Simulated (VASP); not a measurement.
An input for Ansatz (written as the equivalent of a VASP run, and not itself run):

Ansatz 0.2 input:
```yaml
crystal:
  lattice:
    - [-4.0602395, 4.0602395, 3.2256536]
    - [4.0602395, -4.0602395, 3.2256536]
    - [4.0602395, 4.0602395, -3.2256536]
  atoms:
    - { symbol: Tl, position: [0.7500000, 0.7500000, 0.0000000] }
    - { symbol: Tl, position: [0.2500000, 0.2500000, 0.0000000] }
    - { symbol: Ga, position: [0.7500000, 0.2500000, 0.5000000] }
    - { symbol: Ga, position: [0.2500000, 0.7500000, 0.5000000] }
    - { symbol: Se, position: [0.3407663, 0.1592337, 0.5000000] }
    - { symbol: Se, position: [0.6592337, 0.8407663, 0.5000000] }
    - { symbol: Se, position: [0.1592337, 0.6592337, 0.8184674] }
    - { symbol: Se, position: [0.8407663, 0.3407663, 0.1815326] }
kpoints:
  mp_grid: { grid: [4, 4, 4] }
hamiltonian:
  xc: r2scan
  pseudopotentials: { kind: paw }
scf:
  occupations: { method: gaussian, width: 0.05 }
  max_iter: 100
relax:
  max_steps: 60
  f_tol: 0.02
  cell: {}
output: { forces: true, stress: true, eigenvalues: true }
```

Question: Translate this input to VASP (INCAR, KPOINTS, POSCAR, choice of POTCAR).

Answer: Several could match; the one computed here: 
**POSCAR**
```
TlGaSe2
1
   -4.0602395196     4.0602395196     3.2256536350
    4.0602395196    -4.0602395196     3.2256536350
    4.0602395196     4.0602395196    -3.2256536350
Tl Ga Se
2 2 4
Direct
  0.7500000000   0.7500000000   0.0000000000
  0.2500000000   0.2500000000   0.0000000000
  0.7500000000   0.2500000000   0.5000000000
  0.2500000000   0.7500000000   0.5000000000
  0.3407663062   0.1592336938   0.5000000000
  0.6592336938   0.8407663062   0.5000000000
  0.1592336938   0.6592336938   0.8184673875
  0.8407663062   0.3407663062   0.1815326125
```

KPOINTS:
```
Automatic mesh
0
Gamma
4 4 4
```

**INCAR**
```
SYSTEM = TlGaSe2
PREC = Accurate
ENCUT = 400
EDIFF = 1E-6
NELM = 100
ALGO = Normal
LREAL = .FALSE.
LASPH = .TRUE.
ISMEAR = 0
SIGMA = 0.05
METAGGA = R2SCAN
LMIXTAU = .TRUE.
LMAXMIX = 4
LWAVE = .FALSE.
LCHARG = .FALSE.
IBRION = 2
ISIF = 3
NSW = 60
EDIFFG = -0.02
```

POTCAR, in this order: Tl_d Ga_d Se (PBE.64 set). Program: vasp_std.

Limits of the translation: each code has its own PAW files, so the cut-off isn't converted (ENCUT is set for VASP's; basis.ecutwfc is left out, and Ansatz then takes the one that its files recommend); Ansatz stops its SCF on the density residual and VASP on the energy change (EDIFF).

The structure comes from a computed database's TlGaSe2 entry (I4/mcm); how it stands against other phases isn't given here. It was relaxed first. The start is the result of an earlier pass.
